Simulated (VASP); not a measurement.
Here is the system:

```xyz
2
Lattice="2.9500 0.0000 0.0000 0.0000 2.9500 0.0000 0.0000 0.0000 2.9500" Properties=species:S:1:pos:R:3 pbc="T T T"
Zn     1.4750     1.4750     1.4750
Cu     0.0000     0.0000     0.0000
```

Calculation: vdW-DF-cx, VASP's PBE PAW potentials (set 64) (plane waves; VASP). Numerical set-up: 520 eV cut-off, 11×11×11 Γ-centred mesh, first-order Methfessel-Paxton smearing of 0.10 eV, potentials Zn Cu.

Energy and stress use the plane-wave basis of the starting cell.

Q: The ions, cell shape and volume are relaxed. Which structure does the run end with?

A: 
```xyz
2
Lattice="2.9226 0.0000 0.0000 0.0000 2.9226 0.0000 0.0000 0.0000 2.9226" Properties=species:S:1:pos:R:3 pbc="T T T"
Zn     1.4613     1.4613     1.4613
Cu     0.0000     0.0000     0.0000
```
Space group Pm-3m (221), at a tolerance of 0.03 Å.

Q: How do energy and volume change from the first to the last step?

A: The energy (σ→0) changes by -3.9 meV/atom and the volume by -2.8 %, in 3 ionic steps.

The compound is CuZn in the CsCl type structure. This run relaxes it. Symmetry was kept, so distortions that lower it aren't found. The electron count is odd and the run is not spin-polarised, which forces a metal.
